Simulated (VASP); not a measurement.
Given:

```xyz
1
Lattice="2.7856 0.0000 0.0000 0.0000 2.7856 0.0000 0.0000 0.0000 2.7856" Properties=species:S:1:pos:R:3 pbc="T T T"
As     0.0000     0.0000     0.0000
```

Computed with PBEsol GGA, VASP's PBE PAW potentials (set 64) (plane waves; VASP). Run with 400 eV cut-off, 9×9×9 Γ-centred mesh, Gaussian smearing of 0.050 eV, potentials As.

Energy and stress use the plane-wave basis of the starting cell.

The ions, cell shape and volume are relaxed. Give the cell that the relaxation ends in.

```xyz
1
Lattice="2.6862 0.0000 0.0000 0.0000 2.6862 0.0000 0.0000 0.0000 2.6862" Properties=species:S:1:pos:R:3 pbc="T T T"
As     0.0000     0.0000     0.0000
```
Space group Pm-3m (221), at a tolerance of 0.03 Å.

How do energy and volume change from the first to the last step?

The energy (σ→0) changes by -56.4 meV/atom and the volume by -10.3 %, in 3 ionic steps.

```
step  E(σ→0) (eV)  max force (eV/Å)  pressure (GPa)  volume (Å³)
----  -----------  ----------------  --------------  -----------
1         -4.9796             0.000           -7.15        21.62
2         -5.0297             0.000            3.34        18.74
3         -5.0360             0.000           -0.03        19.38
```

The structure was generated: As was put into the simple-cubic type (Pm-3m), which need not be its known phase. This run relaxes it. Symmetry was kept, so distortions that lower it aren't found.
